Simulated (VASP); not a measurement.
These are MS2 meta-GGA, VASP's PBE PAW potentials (set 64) (plane waves; VASP 6.6.1) values and carry that method's errors.

VASP ran on this input.

**POSCAR**
```
ZrB2
1
    1.5897018078    -2.7534447649     0.0000000000
    1.5897018078     2.7534447649     0.0000000000
    0.0000000000     0.0000000000     3.5894049905
Zr B
1 2
Direct
  0.0000000000   0.0000000000   0.0000000000
  0.3333330000   0.6666670000   0.5000000000
  0.6666670000   0.3333330000   0.5000000000
```

### INCAR
```
! general
SYSTEM  = ZrB2
PREC    = Accurate
ENCUT   = 520
LREAL   = .False.
LASPH   = .True.

! electronic loop
EDIFF   = 1E-7
NELM    = 100   ! most electronic steps
ALGO    = Normal
LMAXMIX = 4
LMIXTAU = .True.

! smearing
ISMEAR  = 1   ! Methfessel-Paxton
SIGMA   = 0.1   ! width (eV)

! functional
METAGGA = MS2

! ions
IBRION  = 2
NSW     = 30
ISIF    = 4   ! ions and shape, fixed volume
EDIFFG  = -0.01   ! ionic stop

! output
LWAVE   = .False.
LCHARG  = .False.
```

**KPOINTS**
```
K-points
0
Gamma
  11 11 9
```

POTCAR, in this order: Zr_sv B (PBE.64 set). Program: vasp_std.

What will the output report for the number of irreducible k-points (NKPTS), largest plane-wave count, number of space-group operations, FFT grid (NGX, NGY, NGZ)?

```yaml
number of irreducible k-points (NKPTS): 80
largest_plane_wave_count: 864
number_of_space_group_operations: 24
FFT grid (NGX, NGY, NGZ): 24 × 24 × 28
```

The compound is ZrB2 in the AlB2 type structure. This cell is one point of a volume scan, at 1.03 of the reference volume. Symmetry was kept, so distortions that lower it aren't found.
